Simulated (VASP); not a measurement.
## Core-hole spectrum of Ac2O3

Aim: an X-ray absorption edge of Ac2O3 by the supercell core-hole method. The cell has space group P-3m1. The start is a cell from a database of measured crystal structures.

Method: LDA; plane waves and PAW (O, Ac, O), in the first sound run; inputs show where later runs differ, in VASP 6.6.1.

The database entry behind the starting cell is an old determination (1949), so it need not match the best structure at ambient conditions.

## 1. The structure

Symmetry: P-3m1, No. 164, trigonal system. The conventional cell has a = 4.080 Å, b = 4.080 Å, c = 6.300 Å, α = 90.00°, β = 90.00°, γ = 120.00°. Nearest to O lie 4 Ac at 2.49 to 2.50 Å. Nearest to Ac lie 7 O at 2.49 to 2.78 Å. O has 6 Ac at 2.78 Å nearest. Farther neighbours and most contacts between anions are not listed.

## 2. Supercell without a hole

The cell without a hole gives, with ICORELEVEL = 1, the Kohn-Sham core levels of the initial state. It is a supercell, which puts a hole 6.3 Å from its nearest image.

File INCAR:

```
SYSTEM = Ac2O3
PREC = Accurate
ENCUT = 400
EDIFF = 1E-05
NELM = 100
ISMEAR = 0
SIGMA = 0.05
LREAL = .FALSE.
ALGO = Normal
GGA = CA
NBANDS = 100
LASPH = .TRUE.
LWAVE = .FALSE.
LCHARG = .FALSE.
KPAR = 2
NCORE = 4
ICORELEVEL = 1
```

File POSCAR:

```
Ac2O3
1.0
    8.1600000000      0.0000000000      0.0000000000
   -4.0800000000      7.0667672948      0.0000000000
    0.0000000000      0.0000000000      6.3000000000
O Ac O
1 8 11
Direct
    0.3333333334      0.1666666666      0.3700000000
    0.3333333334      0.1666666666      0.7650000000
    0.3333333334      0.6666666666      0.7650000000
    0.8333333333      0.1666666666      0.7650000000
    0.8333333334      0.6666666666      0.7650000000
    0.1666666666      0.3333333334      0.2350000000
    0.1666666667      0.8333333334      0.2350000000
    0.6666666666      0.3333333334      0.2350000000
    0.6666666666      0.8333333334      0.2350000000
    0.3333333334      0.6666666666      0.3700000000
    0.8333333333      0.1666666666      0.3700000000
    0.8333333334      0.6666666666      0.3700000000
    0.1666666666      0.3333333334      0.6300000000
    0.1666666667      0.8333333334      0.6300000000
    0.6666666666      0.3333333334      0.6300000000
    0.6666666666      0.8333333334      0.6300000000
    0.0000000000      0.0000000000      0.0000000000
    0.0000000000      0.5000000000      0.0000000000
    0.5000000000      0.0000000000      0.0000000000
    0.5000000000      0.5000000000      0.0000000000
```

File KPOINTS:

```
Automatic mesh
0
Gamma
3 3 3
0 0 0
```

Potentials, in the order of the species: O, Ac and O (PBE family, release 64).

Run with:

```
> mpirun -np 8 vasp_std
```

The log of the run:

```text
[banner, memory and clock lines left out]
running    8 mpi-ranks, on    1 nodes
 distrk:  each k-point on    4 cores,    2 groups
 distr:  one band on    4 cores,    1 groups

 POSCAR found type information on POSCAR O AcO
 POSCAR found :  3 types and      20 ions
|                                                                             |
|               ----> ADVICE to this user running VASP <----                  |
|                                                                             |
|     You have a (more or less) 'large supercell' and for larger cells it     |
|     might be more efficient to use real-space projection operators.         |
|     Therefore, try LREAL= Auto in the INCAR file.                           |
|     Mind: For very accurate calculation, you might also keep the            |
|     reciprocal projection scheme (i.e. LREAL=.FALSE.).                      |
|                                                                             |

|                                                                             |
|               ----> ADVICE to this user running VASP <----                  |
|                                                                             |
|     You enforced a specific xc type in the INCAR file but a different       |
|     [... a line on the potential file left out ...]
|     I HOPE YOU KNOW WHAT YOU ARE DOING!                                     |
|                                                                             |

 LDA part: xc-table for (Slater(with rela. corr.)+CA(PZ))
 , standard interpolation
 POSCAR, INCAR and KPOINTS ok, starting setup
 FFT: planning ... GRIDC
 FFT: planning ... GRID_SOFT
 FFT: planning ... GRID
 WAVECAR not read
 entering main loop
       N       E                     dE             d eps       ncg     rms          rms(c)
DAV:   1     0.207388112889E+04    0.20739E+04   -0.54940E+04  1400   0.126E+03
DAV:   2     0.367121334741E+03   -0.17068E+04   -0.16470E+04  1504   0.441E+02
DAV:   3    -0.153439542427E+03   -0.52056E+03   -0.50417E+03  2112   0.208E+02
DAV:   4    -0.196252687180E+03   -0.42813E+02   -0.42577E+02  2248   0.717E+01
DAV:   5    -0.197471436203E+03   -0.12187E+01   -0.12165E+01  2640   0.115E+01    0.523E+01
DAV:   6    -0.174119628890E+03    0.23352E+02   -0.14069E+02  1632   0.333E+01    0.450E+01
DAV:   7    -0.174399793984E+03   -0.28017E+00   -0.21299E+01  2152   0.150E+01    0.253E+01
DAV:   8    -0.174128201353E+03    0.27159E+00   -0.44787E+00  1760   0.650E+00    0.440E+00
DAV:   9    -0.173899437353E+03    0.22876E+00   -0.11395E+00  1824   0.350E+00    0.625E-01
DAV:  10    -0.173914563299E+03   -0.15126E-01   -0.18962E-01  2160   0.122E+00    0.365E-01
DAV:  11    -0.173915246899E+03   -0.68360E-03   -0.27251E-02  2352   0.581E-01    0.234E-01
DAV:  12    -0.173914733789E+03    0.51311E-03   -0.53355E-03  1984   0.266E-01    0.975E-02
DAV:  13    -0.173914783736E+03   -0.49948E-04   -0.16806E-03  1864   0.127E-01    0.609E-02
DAV:  14    -0.173914724020E+03    0.59716E-04   -0.17501E-04  1848   0.554E-02    0.326E-02
DAV:  15    -0.173914713784E+03    0.10236E-04   -0.12672E-04  1928   0.342E-02    0.747E-03
DAV:  16    -0.173914714589E+03   -0.80496E-06   -0.75359E-06   928   0.113E-02
   1 F= -.17391471E+03 E0= -.17391471E+03  d E =-.315244E-20
```

Wall time 57 s (8 MPI ranks of AMD EPYC 7R43, shared host); peak memory 1.5 GiB; 7.2 min of CPU time.

The logs omit lines about the potential files and the build; timing stands in the text.

Parts of OUTCAR (step 2):

```text
ion  position               nearest neighbor table
   1  0.333  0.167  0.370-   2 2.49   7 2.50   8 2.50   6 2.50
   2  0.333  0.167  0.765-   1 2.49  14 2.50  15 2.50  13 2.50  19 2.78  20 2.78  17 2.78
   3  0.333  0.667  0.765-  10 2.49  13 2.50  16 2.50  14 2.50  20 2.78  19 2.78  18 2.78
   4  0.833  0.167  0.765-  11 2.49  16 2.50  13 2.50  15 2.50  19 2.78  17 2.78  18 2.78
   5  0.833  0.667  0.765-  12 2.49  15 2.50  14 2.50  16 2.50  18 2.78  17 2.78  20 2.78
   6  0.167  0.333  0.235-  13 2.49  10 2.50  11 2.50   1 2.50  18 2.78  17 2.78  20 2.78
   7  0.167  0.833  0.235-  14 2.49   1 2.50  12 2.50  10 2.50  19 2.78  17 2.78  18 2.78
   8  0.667  0.333  0.235-  15 2.49  12 2.50   1 2.50  11 2.50  20 2.78  19 2.78  18 2.78
   9  0.667  0.833  0.235-  16 2.49  11 2.50  10 2.50  12 2.50  19 2.78  20 2.78  17 2.78
  10  0.333  0.667  0.370-   3 2.49   6 2.50   9 2.50   7 2.50
  11  0.833  0.167  0.370-   4 2.49   9 2.50   6 2.50   8 2.50
  12  0.833  0.667  0.370-   5 2.49   8 2.50   7 2.50   9 2.50
  13  0.167  0.333  0.630-   6 2.49   3 2.50   4 2.50   2 2.50
  14  0.167  0.833  0.630-   7 2.49   2 2.50   5 2.50   3 2.50
  15  0.667  0.333  0.630-   8 2.49   5 2.50   2 2.50   4 2.50
  16  0.667  0.833  0.630-   9 2.49   4 2.50   3 2.50   5 2.50
  17  0.000  0.000  0.000-   4 2.78   7 2.78   6 2.78   5 2.78   2 2.78   9 2.78
  18  0.000  0.500  0.000-   5 2.78   6 2.78   4 2.78   7 2.78   3 2.78   8 2.78
  19  0.500  0.000  0.000-   2 2.78   9 2.78   7 2.78   4 2.78   8 2.78   3 2.78
  20  0.500  0.500  0.000-   3 2.78   8 2.78   2 2.78   9 2.78   5 2.78   6 2.78

  LATTYP: Found a hexagonal cell.
 ALAT       =     8.1600000000
 C/A-ratio  =     0.7720588235

 Subroutine GETGRP returns: Found  6 space group operations
 (whereof  2 operations were pure point group operations)

The static configuration has the point symmetry C_1h.
 The point group associated with its full space group is C_3v.

 Found      7 irreducible k-points:

   k-points           NKPTS =      7   k-points in BZ     NKDIM =      7   number of bands    NBANDS=    100

   dimension x,y,z NGX =    54 NGY =   54 NGZ =   42
   dimension x,y,z NGXF=   108 NGYF=  108 NGZF=   84

   ENCUT  =  400.0 eV  29.40 Ry    5.42 a.u.  13.31 13.31 10.27*2*pi/ulx,y,z

   NELECT =     160.0000    total number of electrons

 k-points in reciprocal lattice and weights: Automatic mesh
   0.00000000  0.00000000  0.00000000       0.037
   0.33333333 -0.00000000  0.00000000       0.222
   0.33333333  0.33333333  0.00000000       0.074
   0.00000000  0.00000000  0.33333333       0.074
   0.33333333 -0.00000000  0.33333333       0.222
   0.00000000  0.33333333  0.33333333       0.222
   0.33333333  0.33333333  0.33333333       0.148

 the core state eigenenergies are
   1-  1s   -499.2162
   2-  1s-107044.9158  2s -19746.0468  2p -16568.8674  3s  -4913.8458  3p  -4024.7167
       3d  -3216.7462  4s  -1210.8545  4p   -920.2214  4d   -615.2237  4f   -287.0727
       5s   -249.0351  5p   -161.4433  5d    -66.5706
   3-  1s-107044.9158  2s -19746.0468  2p -16568.8674  3s  -4913.8458  3p  -4024.7167
       3d  -3216.7462  4s  -1210.8545  4p   -920.2214  4d   -615.2237  4f   -287.0727
       5s   -249.0351  5p   -161.4433  5d    -66.5706
   4-  1s-107044.9158  2s -19746.0468  2p -16568.8674  3s  -4913.8458  3p  -4024.7167
       3d  -3216.7462  4s  -1210.8545  4p   -920.2214  4d   -615.2237  4f   -287.0727
       5s   -249.0351  5p   -161.4433  5d    -66.5706
   5-  1s-107044.9158  2s -19746.0468  2p -16568.8674  3s  -4913.8458  3p  -4024.7167
       3d  -3216.7462  4s  -1210.8545  4p   -920.2214  4d   -615.2237  4f   -287.0727
       5s   -249.0351  5p   -161.4433  5d    -66.5706
   6-  1s-107044.9158  2s -19746.0468  2p -16568.8674  3s  -4913.8458  3p  -4024.7166
       3d  -3216.7462  4s  -1210.8545  4p   -920.2214  4d   -615.2237  4f   -287.0727
       5s   -249.0351  5p   -161.4433  5d    -66.5706
   7-  1s-107044.9158  2s -19746.0468  2p -16568.8674  3s  -4913.8458  3p  -4024.7166
       3d  -3216.7462  4s  -1210.8545  4p   -920.2214  4d   -615.2237  4f   -287.0727
       5s   -249.0351  5p   -161.4433  5d    -66.5706
   8-  1s-107044.9158  2s -19746.0468  2p -16568.8674  3s  -4913.8458  3p  -4024.7166
       3d  -3216.7462  4s  -1210.8545  4p   -920.2214  4d   -615.2237  4f   -287.0727
       5s   -249.0351  5p   -161.4433  5d    -66.5706
   9-  1s-107044.9158  2s -19746.0468  2p -16568.8674  3s  -4913.8458  3p  -4024.7167
       3d  -3216.7462  4s  -1210.8546  4p   -920.2214  4d   -615.2238  4f   -287.0727
       5s   -249.0351  5p   -161.4433  5d    -66.5706
  10-  1s   -499.2162
  11-  1s   -499.2162
  12-  1s   -499.2162
  13-  1s   -499.2161
  14-  1s   -499.2161
  15-  1s   -499.2161
  16-  1s   -499.2162
  17-  1s   -499.5666
  18-  1s   -499.5668
  19-  1s   -499.5666
  20-  1s   -499.5666

 E-fermi :   4.9341

 k-point     1 :       0.0000    0.0000    0.0000
  band No.  band energies     occupation
    ...
     76       4.1400      2.00000
     77       4.1887      2.00000
     78       4.1887      2.00000
     79       4.1887      2.00000
     80       4.2551      2.00000
     81       7.8650      0.00000
     82       7.8650      0.00000
     83       7.8650      0.00000
     84       8.0230      0.00000
     85       9.0428      0.00000
    ...

 k-point     2 :       0.3333   -0.0000    0.0000
  band No.  band energies     occupation
    ...
     76       4.0403      2.00000
     77       4.0913      2.00000
     78       4.1387      2.00000
     79       4.3508      2.00000
     80       4.3508      2.00000
     81       8.1297      0.00000
     82       8.1967      0.00000
     83       8.1967      0.00000
     84       8.7140      0.00000
     85       8.9644      0.00000
    ...

 k-point     3 :       0.3333    0.3333    0.0000
  band No.  band energies     occupation
    ...
     76       3.8991      2.00000
     77       4.1206      2.00000
     78       4.1206      2.00000
     79       4.1206      2.00000
     80       4.6138      2.00000
     81       8.5342      0.00000
     82       8.6368      0.00000
     83       8.6368      0.00000
     84       8.6368      0.00000
     85       8.6997      0.00000
    ...

  Total      -22.4187794    -22.4187794    -24.8375751     -0.0000000      0.0000000      0.0000000
  in kB      -98.8714827    -98.8714827   -109.5388754     -0.0000000      0.0000000      0.0000000
  external PRESSURE =    -102.4272803 kB  Pullay stress =       0.0000000 kB

  energy-cutoff  :      400.00
  volume of cell :      363.29
      direct lattice vectors                 reciprocal lattice vectors
     8.160000000  0.000000000  0.000000000     0.122549020  0.070753709  0.000000000
    -4.080000000  7.066767295  0.000000000     0.000000000  0.141507419  0.000000000
     0.000000000  0.000000000  6.300000000     0.000000000  0.000000000  0.158730159

 POSITION                                       TOTAL-FORCE (eV/Angst)
 -----------------------------------------------------------------------------------
      2.04000      1.17779      2.33100        -0.000000     -0.000000     -0.910466
      2.04000      1.17779      4.81950        -0.000000     -0.000000     -1.797081
      0.00000      4.71118      4.81950        -0.000007     -0.000004     -1.797073
      6.12000      1.17779      4.81950        -0.000000      0.000008     -1.797073
      4.08000      4.71118      4.81950         0.000007     -0.000004     -1.797073
     -0.00000      2.35559      1.48050        -0.000016      0.000009      1.797068
     -2.04000      5.88897      1.48050         0.000000     -0.000019      1.797068
      4.08000      2.35559      1.48050         0.000016      0.000009      1.797068
      2.04000      5.88897      1.48050        -0.000000     -0.000000      1.797096
      0.00000      4.71118      2.33100        -0.000009     -0.000005     -0.910472
      6.12000      1.17779      2.33100        -0.000000      0.000010     -0.910472
      4.08000      4.71118      2.33100         0.000009     -0.000005     -0.910472
     -0.00000      2.35559      3.96900        -0.000007      0.000004      0.910469
     -2.04000      5.88897      3.96900        -0.000000     -0.000008      0.910469
      4.08000      2.35559      3.96900         0.000007      0.000004      0.910469
      2.04000      5.88897      3.96900        -0.000000     -0.000000      0.910464
      0.00000      0.00000      0.00000         0.000005      0.000003      0.000001
     -2.04000      3.53338      0.00000        -0.000000     -0.000000      0.000008
      4.08000      0.00000      0.00000        -0.000005      0.000003      0.000001
      2.04000      3.53338      0.00000        -0.000000     -0.000005      0.000001
 -----------------------------------------------------------------------------------
    total drift:                                0.000013     -0.000008      0.000007

  FREE ENERGIE OF THE ION-ELECTRON SYSTEM (eV)
  ---------------------------------------------------
  free  energy   TOTEN  =      -173.9147145894 eV

  energy  without entropy=     -173.9147145894  energy(sigma->0) =     -173.91471459

[... 3 further parts left out ...]
```

These are scalar-relativistic Kohn-Sham levels of the ground state, with no core hole, so they are not binding energies. The PAW data sets were made with PBE, a small mismatch for LDA.

This step gave:

* free energy (TOTEN): -173.9147 eV
* Fermi energy: 4.934 eV
* pressure: -10.24 GPa

The two shallowest core shells; atoms whose shallowest level rounds to another's at 0.01 eV are left out. Core levels, by row:

| atom | shell | level below the valence-band top (eV) |
| --- | --- | --- |
| O1 | 1s | 503.8 |
| Ac2 | 5p | 166.1 |
| Ac2 | 5d | 71.18 |
| O17 | 1s | 504.2 |

[end of part 1 of 3]

[Lines on the potential files, build, host, timing and source positions are cut from VASP's logs without a mark.]

[Logs are printed without paths, hosts, clocks, repeated set-up lines and the standing remarks that a program may print on its own settings, such as how far it seeks lower states.]

[Hosts, paths, dates, database ids (printed as entryN), source tags and the programs' standing remarks are cut or masked in the printed files.]
